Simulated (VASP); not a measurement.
Write an ASE script for VASP 6.6.1 that does the following.

```
Task                   : relaxation of the atoms
Functional             : PBE
Dispersion             : MBD
Potentials or basis    : VASP PAW PBE potentials, release 64 (Ag, B)
Cutoff                 : 520 eV
k mesh                 : 10 × 10 × 5
Occupations            : gaussian, width 0.01 eV
Spin                   : no spin polarisation
Hubbard terms          : Ag d U = 3.5 eV
Optimiser              : vasp
Further INCAR settings : ALGO = Fast; EDIFF = 1.00e-06; IBRION = 2; EDIFFG = -1.00e-02; NSW = 60
```

The structure of AgB4 lies in AgB4.cif:

```cif
data_AgB4
_cell_length_a 3.03213488
_cell_length_b 3.03213488
_cell_length_c 5.69874000
_cell_angle_alpha 90.00000000
_cell_angle_beta 90.00000000
_cell_angle_gamma 120.00000000
_space_group_name_H-M_alt 'P6/mmm'
_space_group_name_Hall '-P 6 2'
_space_group_IT_number 191
loop_
_space_group_symop_operation_xyz
'x,y,z'
'-x,-y,-z'
'x-y,x,z'
'-x+y,-x,-z'
'-y,x-y,z'
'y,-x+y,-z'
'-x,-y,z'
'x,y,-z'
'-x+y,-x,z'
'x-y,x,-z'
'y,-x+y,z'
'-y,x-y,-z'
'-y,-x,-z'
'y,x,z'
'-x,-x+y,-z'
'x,x-y,z'
'-x+y,y,-z'
'x-y,-y,z'
'y,x,-z'
'-y,-x,z'
'x,x-y,-z'
'-x,-x+y,z'
'x-y,-y,-z'
'-x+y,y,z'
loop_
_atom_site_label
_atom_site_type_symbol
_atom_site_symmetry_multiplicity
_atom_site_Wyckoff_symbol
_atom_site_fract_x
_atom_site_fract_y
_atom_site_fract_z
_atom_site_occupancy
Ag1 Ag 1 a 0.0000000000 0.0000000000 0.0000000000 1
B1 B 4 h 0.3333333333 0.6666666667 0.6649500000 1
```

The cell was built by a generator and needn't be a form met in nature.

The input as run:

run.py

```python
from ase.calculators.vasp import Vasp
from ase.io import read

atoms = read('AgB4.cif', primitive_cell=True, subtrans_included=False)
calc = Vasp(
    directory='calc',
    xc='pbe',
    pp='PBE',
    setups='materialsproject',
    prec='Accurate',
    encut=520,
    ediff=1e-06,
    ismear=0,
    sigma=0.01,
    lreal=False,
    lasph=True,
    nelm=100,
    algo='Fast',
    isif=2,
    lwave=False,
    lcharg=False,
    lmaxmix=4,
    ldautype=2,
    ldauprint=1,
    ivdw=202,
    ibrion=2,
    nsw=60,
    ediffg=-0.01,
    ldau_luj={'Ag': {'L': 2, 'U': 3.5, 'J': 0}},
    kpts=[10, 10, 5],
    gamma=True,
)
atoms.calc = calc

print('energy (eV):', atoms.get_potential_energy())
print('free energy (eV):', atoms.get_potential_energy(force_consistent=True))
print('forces (eV/A):')
print(atoms.get_forces())
print('stress (eV/A^3, Voigt):', atoms.get_stress())
print('Fermi level (eV):', calc.get_fermi_level())
print('cell (A, degrees):', atoms.cell.cellpar())
print('volume (A^3):', atoms.get_volume())
print('scaled positions:')
print(atoms.get_scaled_positions())
```

Potentials or basis: VASP PAW PBE potentials, release 64 (Ag, B).

Run with:

```console
$ python run.py
```

It gave:

```
Energy gained by relaxing  : 0.0 meV/atom
Ionic steps                : 2
Pressure after relaxing    : -1.8 GPa
Band gap on the k mesh     : none (metal or under the smearing width)
Hirshfeld charges          : Ag +0.33; B -0.08 e
Dispersion energy per atom : -0.352 eV
```

Caveat: U without spin polarisation on a metal has little footing; the U is typed as a test and isn't derived for this compound.

Wall time 51 s on 1 thread of Intel(R) Xeon(R) 6975P-C (Granite Rapids), on a shared host, peak memory 0.17 GiB.
